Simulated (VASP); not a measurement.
All values below come from RPBE GGA, VASP's PBE PAW potentials (set 64) (plane waves; VASP 6.6.1).

The input files of a VASP run:

**KPOINTS**
```
Automatic mesh
0
Gamma
5 5 7
0 0 0
```

**POSCAR**
```
SnO2
1
    4.9705744092     0.0000000000     0.0000000000
    0.0000000000     4.9705744092     0.0000000000
    0.0000000000     0.0000000000     3.3230559935
Sn O
2 4
Direct
  0.0000000000   0.0000000000   0.0000000000
  0.5000000000   0.5000000000   0.5000000000
  0.3068708160   0.3068708160   0.0000000000
  0.8068708160   0.1931291840   0.5000000000
  0.1931291840   0.8068708160   0.5000000000
  0.6931291840   0.6931291840   1.0000000000
```

**INCAR**
```
SYSTEM = SnO2
PREC = Accurate
ENCUT = 520
EDIFF = 1E-7
NELM = 100
ALGO = Normal
LREAL = .FALSE.
LASPH = .TRUE.
ISMEAR = 0
SIGMA = 0.05
GGA = RP
LMAXMIX = 4
LWAVE = .FALSE.
LCHARG = .FALSE.
ISIF = 4
IBRION = 2
NSW = 30
EDIFFG = -0.01
```

POTCAR, in this order: Sn_d O (PBE.64 set). Program: vasp_std.

The resulting files:

### OSZICAR
```
       N       E                     dE             d eps       ncg     rms          rms(c)
DAV:   1     0.658249134589E+03    0.65825E+03   -0.26390E+04  1603   0.252E+03
DAV:   2     0.599188875811E+02   -0.59833E+03   -0.57523E+03  1709   0.681E+02
DAV:   3    -0.358348689607E+02   -0.95754E+02   -0.94156E+02  1747   0.226E+02
DAV:   4    -0.407030482714E+02   -0.48682E+01   -0.48474E+01  1762   0.569E+01
DAV:   5    -0.408649152538E+02   -0.16187E+00   -0.16179E+00  1833   0.105E+01    0.152E+01
DAV:   6    -0.347654089572E+02    0.60995E+01   -0.26069E+01  2351   0.733E+01    0.557E+00
DAV:   7    -0.348787884382E+02   -0.11338E+00   -0.21323E+00  1642   0.883E+00    0.323E+00
DAV:   8    -0.348966728855E+02   -0.17884E-01   -0.40380E-01  1991   0.500E+00    0.922E-01
DAV:   9    -0.348787428881E+02    0.17930E-01   -0.11035E-01  2171   0.362E+00    0.157E-01
DAV:  10    -0.348804533365E+02   -0.17104E-02   -0.79129E-03  2150   0.938E-01    0.617E-02
DAV:  11    -0.348806728726E+02   -0.21954E-03   -0.87644E-04  2336   0.284E-01    0.310E-02
DAV:  12    -0.348806882952E+02   -0.15423E-04   -0.57802E-05  1754   0.561E-02    0.188E-02
DAV:  13    -0.348806861607E+02    0.21345E-05   -0.31131E-05  2177   0.376E-02    0.344E-03
DAV:  14    -0.348806867364E+02   -0.57569E-06   -0.20200E-06  1792   0.118E-02    0.168E-03
DAV:  15    -0.348806868887E+02   -0.15237E-06   -0.52464E-08  1192   0.289E-03    0.133E-03
DAV:  16    -0.348806870866E+02   -0.19784E-06   -0.32199E-08  1136   0.265E-03    0.377E-04
DAV:  17    -0.348806871004E+02   -0.13800E-07   -0.27541E-08  1115   0.120E-03
   1 F= -.34880687E+02 E0= -.34880575E+02  d E =-.348807E+02
       N       E                     dE             d eps       ncg     rms          rms(c)
DAV:   1    -0.349108182299E+02   -0.30131E-01   -0.35385E+00  1504   0.132E+01    0.103E+00
DAV:   2    -0.349047625372E+02    0.60557E-02   -0.15361E-01  1865   0.346E+00    0.599E-01
DAV:   3    -0.348937536062E+02    0.11009E-01   -0.12513E-02  2063   0.141E+00    0.136E-01
DAV:   4    -0.348937830034E+02   -0.29397E-04   -0.44275E-03  1876   0.484E-01    0.474E-02
DAV:   5    -0.348937745029E+02    0.85005E-05   -0.44166E-04  1734   0.198E-01    0.158E-02
DAV:   6    -0.348937734103E+02    0.10926E-05   -0.48664E-05  2034   0.718E-02    0.662E-03
DAV:   7    -0.348937750416E+02   -0.16313E-05   -0.57001E-06  2163   0.204E-02    0.460E-03
DAV:   8    -0.348937751652E+02   -0.12361E-06   -0.20252E-06  1791   0.132E-02    0.667E-04
DAV:   9    -0.348937751739E+02   -0.87048E-08   -0.10169E-07  1160   0.257E-03
   2 F= -.34893775E+02 E0= -.34893624E+02  d E =-.130881E-01
       N       E                     dE             d eps       ncg     rms          rms(c)
DAV:   1    -0.349033762815E+02   -0.96011E-02   -0.14494E+00  1504   0.844E+00    0.664E-01
DAV:   2    -0.349007611346E+02    0.26151E-02   -0.62744E-02  1873   0.222E+00    0.385E-01
DAV:   3    -0.348962287352E+02    0.45324E-02   -0.51029E-03  2105   0.924E-01    0.896E-02
DAV:   4    -0.348962313515E+02   -0.26162E-05   -0.18468E-03  1870   0.308E-01    0.302E-02
DAV:   5    -0.348962282580E+02    0.30935E-05   -0.19274E-04  1691   0.134E-01    0.105E-02
DAV:   6    -0.348962277138E+02    0.54423E-06   -0.22668E-05  2003   0.557E-02    0.471E-03
DAV:   7    -0.348962281528E+02   -0.43903E-06   -0.22369E-06  1889   0.129E-02    0.304E-03
DAV:   8    -0.348962282340E+02   -0.81192E-07   -0.57032E-07  1541   0.549E-03
   3 F= -.34896228E+02 E0= -.34896153E+02  d E =-.155411E-01
```

File OUTCAR:
```
------------------------ aborting loop because EDIFF is reached ----------------------------------------
  FORCE on cell =-STRESS in cart. coord.  units (eV):
  Direction    XX          YY          ZZ          XY          YZ          ZX
  --------------------------------------------------------------------------------------
  Total       -3.7021568     -3.7021568     -3.7476766      0.0000000      0.0000000      0.0000000
  in kB      -72.2461277    -72.2461277    -73.1344286      0.0000000      0.0000000      0.0000000
  external PRESSURE =     -72.5422280 kB  Pullay stress =       0.0000000 kB
  volume of cell :       82.10
      direct lattice vectors                 reciprocal lattice vectors
     5.003567733 -0.000000000  0.000000000     0.199857392  0.000000000  0.000000000
    -0.000000000  5.003567733  0.000000000     0.000000000  0.199857392  0.000000000
     0.000000000  0.000000000  3.279376286     0.000000000  0.000000000  0.304936034
 POSITION                                       TOTAL-FORCE (eV/Angst)
 -----------------------------------------------------------------------------------
      5.00357     -0.00000      0.00000         0.000000      0.000000      0.000000
      2.50178      2.50178      1.63969         0.000000      0.000000      0.000000
      1.54579      1.54579      0.00000        -0.006402     -0.006402     -0.000000
      4.04758      0.95599      1.63969        -0.006402      0.006402      0.000000
      0.95599      4.04758      1.63969         0.006402     -0.006402     -0.000000
      3.45777      3.45777      0.00000         0.006402      0.006402      0.000000
 -----------------------------------------------------------------------------------
    total drift:                                0.000000     -0.000000     -0.000000
  FREE ENERGIE OF THE ION-ELECTRON SYSTEM (eV)
  ---------------------------------------------------
  free  energy   TOTEN  =       -34.8962282340 eV

  energy  without entropy=      -34.8960772255  energy(sigma->0) =      -34.89615273

 reached required accuracy - stopping structural energy minimisation
```
(Selected blocks of OUTCAR.)

CONTCAR:
```
SnO2
   1.00000000000000
     5.0035677332962125   -0.0000000000000000    0.0000000000000000
    -0.0000000000000000    5.0035677332962125    0.0000000000000000
     0.0000000000000000    0.0000000000000000    3.2793762862418800
  Sn              O
     2     4
Direct
     1.0000000000000000    0.0000000000000000    0.0000000000000000
     0.5000000000000000    0.5000000000000000    0.5000000000000000
     0.3089385316880229    0.3089385316880229    0.0000000000000000
     0.8089385316880229    0.1910614683119771    0.5000000000000000
     0.1910614683119771    0.8089385316880229    0.5000000000000000
     0.6910614683119771    0.6910614683119771    0.0000000000000000
```

The compound is SnO2 in the rutile structure. This cell is one point of a volume scan, at 1.06 of the reference volume. Symmetry was kept, so distortions that lower it aren't found.
